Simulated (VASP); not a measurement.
Consider the following.

```xyz
2
Lattice="2.6916 0.0000 0.0000 -1.3458 2.3310 0.0000 0.0000 0.0000 4.5229" Properties=species:S:1:pos:R:3 pbc="T T T"
Pd     1.3458     0.7770     3.3922
Pd     0.0000     1.5540     1.1307
```

The numbers are results of LDA (Ceperley-Alder, Perdew-Zunger) with spin-orbit coupling, VASP's LDA PAW potentials (set 64) (plane waves; VASP 6.6.1), not measurements. Settings: 400 eV cut-off, 14×14×7 Γ-centred mesh, Gaussian smearing of 0.050 eV, potentials Pd.

Q: Give the energies of bands 11 to 24 at the high-symmetry points, in eV from the Fermi level.

A: 
| band | Γ | M | K | A | L | H |
|---|---|---|---|---|---|---|
| 11 | -2.80 | -2.32 | -3.07 | -3.19 | -1.67 | -2.96 |
| 12 | -2.80 | -2.32 | -3.07 | -3.19 | -1.67 | -2.96 |
| 13 | -2.42 | -1.96 | -2.04 | -2.85 | -0.55 | -2.15 |
| 14 | -2.42 | -1.96 | -2.04 | -2.85 | -0.55 | -2.15 |
| 15 | -1.83 | -0.04 | -0.68 | -2.85 | -0.55 | -1.85 |
| 16 | -1.83 | -0.04 | -0.68 | -2.85 | -0.55 | -1.85 |
| 17 | -1.63 | 0.04 | -0.50 | -0.81 | 0.17 | -0.23 |
| 18 | -1.63 | 0.04 | -0.50 | -0.81 | 0.17 | -0.23 |
| 19 | -0.38 | 0.29 | -0.45 | -0.81 | 0.17 | -0.16 |
| 20 | -0.38 | 0.29 | -0.45 | -0.81 | 0.17 | -0.16 |
| 21 | -0.14 | 2.66 | 6.12 | -0.67 | 2.58 | 7.10 |
| 22 | -0.14 | 2.66 | 6.12 | -0.67 | 2.58 | 7.10 |
| 23 | 0.58 | 4.69 | 6.36 | -0.67 | 2.58 | 7.23 |
| 24 | 0.58 | 4.69 | 6.36 | -0.67 | 2.58 | 7.23 |

It has no gap at this level: it comes out as a metal or semimetal.

The structure comes from a computed database's Pd entry (P6_3/mmc); how it stands against other phases isn't given here. It was relaxed first, which changed the volume by -9 %.
